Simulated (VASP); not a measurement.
All values below come from LDA (Ceperley-Alder, Perdew-Zunger), VASP's LDA PAW potentials (set 64) (plane waves; VASP 6.6.1).

The input files of a VASP run:

### POSCAR
```
CdS
1
    0.0000000000     2.8805904511     2.8805904511
    2.8805904511     0.0000000000     2.8805904511
    2.8805904511     2.8805904511     0.0000000000
Cd S
1 1
Direct
  0.0000000000   0.0000000000   0.0000000000
  0.2500000000   0.2500000000   0.2500000000
```

KPOINTS:
```
Regular mesh
0
G
  7 7 7
0 0 0
```

### INCAR
```
! general
SYSTEM =CdS
PREC   =Accurate
ENCUT  =400
LREAL  =.FALSE.
LASPH  =.TRUE.

! electronic loop
EDIFF  =1E-8
NELM   =100
ALGO   =Normal
LMAXMIX=4

! smearing
ISMEAR =0
SIGMA  =0.05

! ions
IBRION =1
NSW    =30
ISIF   =2
EDIFFG =-0.001

! output
LWAVE  =.FALSE.
LCHARG =.FALSE.
```

POTCAR, in this order: Cd S (LDA.64 set). Program: vasp_std.

Estimate the energy per atom (σ→0), band gap (on the k-mesh).

```yaml
energy per atom (σ→0): -3.702 eV/atom
band gap (on the k-mesh): 0.97 eV
```

### OSZICAR
```
...
DAV:   9    -0.740405572688E+01    0.48381E-03   -0.30015E-03   590   0.973E-01    0.679E-02
DAV:  10    -0.740403691683E+01    0.18810E-04   -0.23469E-04   575   0.215E-01    0.617E-02
DAV:  11    -0.740404599125E+01   -0.90744E-05   -0.39163E-05   550   0.756E-02    0.329E-02
DAV:  12    -0.740404285921E+01    0.31320E-05   -0.25651E-05   692   0.732E-02    0.650E-03
DAV:  13    -0.740404269074E+01    0.16847E-06   -0.18602E-06   560   0.146E-02    0.185E-03
DAV:  14    -0.740404270369E+01   -0.12946E-07   -0.10140E-07   585   0.299E-03    0.866E-04
DAV:  15    -0.740404270424E+01   -0.54911E-09   -0.43690E-09   345   0.898E-04
   1 F= -.74040427E+01 E0= -.74040427E+01  d E =-.740404E+01
```

The compound is CdS in the zinc blende structure, a metastable form; wurtzite is the usual one. It was relaxed first. The start is the result of an earlier pass.
